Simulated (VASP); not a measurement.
A run of VASP 6.6.1 is set up as follows.

File INCAR:

```
ALGO     = Normal         # electronic algorithm
EDIFF    = 1E-7           # SCF threshold, eV
ENCUT    = 520            # plane-wave cutoff, eV
GGA      = PE             # functional
ISIF     = 2              # what is computed and relaxed
ISMEAR   = -1             # smearing method
ISPIN    = 2              # spin polarisation
LASPH    = T              # aspherical terms in the spheres
LCHARG   = T              # write CHGCAR
LELF     = T              # ELF
LMAXMIX  = 4              # l up to which the mixer works
LORBIT   = 11             # projections on sites
LREAL    = F              # projectors in reciprocal space
LVHAR    = T            
LWAVE    = F              # write WAVECAR
MAGMOM   = 0 0 2 0 0      # initial moments
NBANDS   = 30             # bands
NELM     = 150            # most SCF steps
PREC     = Accurate       # precision mode
SIGMA    = 0.05           # smearing width, eV
```

Contents of KPOINTS:

```
k-points
0
Gamma
  7 7 4
```

The input POSCAR:

```
MgVBr2O
1.0
    3.9789696145      0.0000000000      0.0000000000
    0.0003202109      4.3444776426      0.0000000000
    1.9635126444      2.1293325701      7.1771301434
Br V Mg O
2 1 1 1
Direct
    0.3744640000      0.8752010000      0.2546500000
    0.6255360000      0.1247990000      0.7453500000
    0.0000000000      0.0000000000      0.0000000000
    0.5000000000      0.5000000000      0.0000000000
    0.0000000000      0.5000000000      0.0000000000
```

Potentials or basis: VASP PAW PBE potentials, release 64 (Br, V_sv, Mg, O).

Launch:

```sh
$ cat potpaw_PBE.64/Br/POTCAR potpaw_PBE.64/V_sv/POTCAR potpaw_PBE.64/Mg/POTCAR potpaw_PBE.64/O/POTCAR > POTCAR
$ mpirun -np 1 vasp_std > vasp.out
```

Task: What does it give for the site moments?

Result: Br -0.01; V +2.57; Mg +0.01; O +0.05 μB.

Task: Estimate the band gap on the k mesh.

Result: 0.41 eV, indirect (least direct gap 0.54 eV).

Task: Predict the net moment.

Result: 3.00 μB per cell.

Stress tensor (GPa, compression positive):
```
-2.26  0.00 -0.01
 0.00 -1.63  0.00
-0.01  0.00 -1.30
```

Caveat: an odd mesh through Γ misses points on the zone boundary, where band edges often lie. As with any semilocal functional, this PBE gap is likely too small.
